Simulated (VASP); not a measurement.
A run of VASP 6.6.1 is set up as follows.

File INCAR:

```
SYSTEM = W
ALGO     = Normal         ! electronic algorithm
EDIFF    = 1E-7           ! SCF threshold, eV
EDIFFG   = -0.01          ! ionic threshold
ENCUT    = 600            ! plane-wave cutoff, eV
GGA      = PE             ! functional
IBRION   = 2              ! ionic algorithm
ISIF     = 3              ! what is computed and relaxed
ISMEAR   = -1             ! smearing method
KPAR     = 4            
LASPH    = .TRUE.         ! aspherical terms in the spheres
LCHARG   = .FALSE.        ! write CHGCAR
LREAL    = .FALSE.        ! projectors in reciprocal space
LWAVE    = .FALSE.        ! write WAVECAR
NELM     = 100            ! most SCF steps
NSW      = 60             ! ionic steps
PREC     = Accurate       ! precision mode
SIGMA    = 0.05           ! smearing width, eV
```

Contents of KPOINTS:

```
k-points
0
G
  16 16 16
  0 0 0
```

POSCAR

```
W
1.0
   -1.5900000000      1.5900000000      1.5900000000
    1.5900000000     -1.5900000000      1.5900000000
    1.5900000000      1.5900000000     -1.5900000000
W
1
Direct
    0.0000000000      0.0000000000      0.0000000000
```

Potentials or basis: VASP PAW PBE potentials, release 64 (W_sv).

The run is started by

```bash
$ cat potpaw_PBE.64/W_sv/POTCAR > POTCAR
$ mpirun -np 4 vasp_std > vasp.out
```

Problem. Estimate the relaxed cell.

Solution. a = 2.758 Å, b = 2.758 Å, c = 2.758 Å, α = 109.47°, β = 109.47°, γ = 109.47°.

Problem. Estimate the band gap on the k mesh.

Solution. None (metal or under the smearing width).

Problem. Predict the space group after relaxing (to 0.05 Å).

Solution. Im-3m (No. 229).

Problem. Predict the relaxed volume.

Solution. 16.15 Å³/atom.

The path:
```csv
step,energy change (eV),largest force (eV/Å),pressure (GPa),volume (Å³)
1,0.0000,0.0000,1.39,16.08
2,0.0034,0.0000,-4.57,16.41
3,-0.0003,0.0000,0.00,16.15
```

The run has no spin-orbit coupling, so splittings on W are missing.
